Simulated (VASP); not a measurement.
Input:

```xyz
1
Lattice="-1.4023 1.4023 1.4023 1.4023 -1.4023 1.4023 1.4023 1.4023 -1.4023" Properties=species:S:1:pos:R:3 pbc="T T T"
Fe     0.0000     0.0000     0.0000
```
Starting moments (μB, in the order of the record's atoms Fe): 2.1.

Calculation: rev-vdW-DF2, VASP's PBE PAW potentials (set 64) (plane waves; VASP). Numerical set-up: 520 eV cut-off, Gaussian smearing of 0.050 eV, potentials Fe.

Q: Give the spin-up energies of bands 1 to 6 at the high-symmetry points, in eV from the Fermi level.

A: 
```tsv
band	Γ	H	N	P
1	-8.63	-5.00	-5.09	-3.34
2	-2.37	-5.00	-3.50	-3.34
3	-2.37	0.17	-0.99	-3.34
4	-2.37	0.17	-0.84	-0.80
5	-1.04	0.17	0.46	-0.80
6	-1.04	10.10	0.50	8.84
```

Q: Give the spin-down energies of bands 1 to 6 at the high-symmetry points, in eV from the Fermi level.

A: 
```csv
band,Γ,H,N,P
1,-8.39,-3.31,-3.86,-2.00
2,-0.58,-3.31,-1.89,-2.00
3,-0.58,2.22,0.71,-2.00
4,-0.58,2.22,1.35,1.79
5,1.48,2.22,1.74,1.79
6,1.48,10.44,2.54,9.76
```

It has no gap at this level: it comes out as a metal or semimetal.

The compound is Fe in the bcc structure. It was relaxed first, which changed the volume by -7 %.
